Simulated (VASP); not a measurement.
Method: LDA (Ceperley-Alder, Perdew-Zunger), VASP's LDA PAW potentials (set 64) (plane waves; VASP).

Input for VASP

INCAR:
```
SYSTEM = W
PREC = Accurate; ENCUT = 520; LREAL = .FALSE.
LASPH = .TRUE.
EDIFF = 1E-7; NELM = 100; ALGO = Normal
LMAXMIX = 6
ISMEAR = 1; SIGMA = 0.1
ISIF = 2
LWAVE = .FALSE.; LCHARG = .FALSE.
```

File KPOINTS:
```
K-points
0
G
 16 16 16
0 0 0
```

### POSCAR
```
W
1.5867270
 -0.9999998911   0.9999998911   0.9999998911
  0.9999998911  -0.9999998911   0.9999998911
  0.9999998911   0.9999998911  -0.9999998911
W
1
Cart
  0.9999998911  -0.9999998911   0.9999998911
```

POTCAR, in this order: W_sv (LDA.64 set). Program: vasp_std.

Unless said otherwise, spin-orbit coupling is left out, though it shifts the bands of the heavy elements here.

Q: Predict the energy per atom (σ→0), pressure, band gap (on the k-mesh).

A: 
```json
{
 "energy per atom (σ→0)": "-1359.8 kJ/mol of atoms",
 "band gap (on the k-mesh)": "none (metal, semimetal or under 0.01 eV)",
 "pressure": "-9.90 GPa"
}
```

OSZICAR:
```
...
DAV:   5    -0.147908590590E+02   -0.68063E-04   -0.68063E-04  3629   0.318E-01    0.208E+01
DAV:   6    -0.142380425943E+02    0.55282E+00   -0.63087E-01  3406   0.101E+01    0.806E+00
DAV:   7    -0.140996556848E+02    0.13839E+00   -0.30207E-01  3517   0.648E+00    0.580E-01
DAV:   8    -0.140943072494E+02    0.53484E-02   -0.46088E-03  3295   0.107E+00    0.118E-01
DAV:   9    -0.140940489832E+02    0.25827E-03   -0.19976E-04  3639   0.158E-01    0.394E-02
DAV:  10    -0.140940506492E+02   -0.16660E-05   -0.11535E-05  3457   0.476E-02    0.132E-03
DAV:  11    -0.140940506587E+02   -0.95315E-08   -0.14639E-07  2485   0.502E-03
   1 F= -.14094051E+02 E0= -.14093782E+02  d E =-.807092E-03
```

The compound is W in the bcc structure. This cell is one point of a volume scan, at 1.03 of the reference volume.
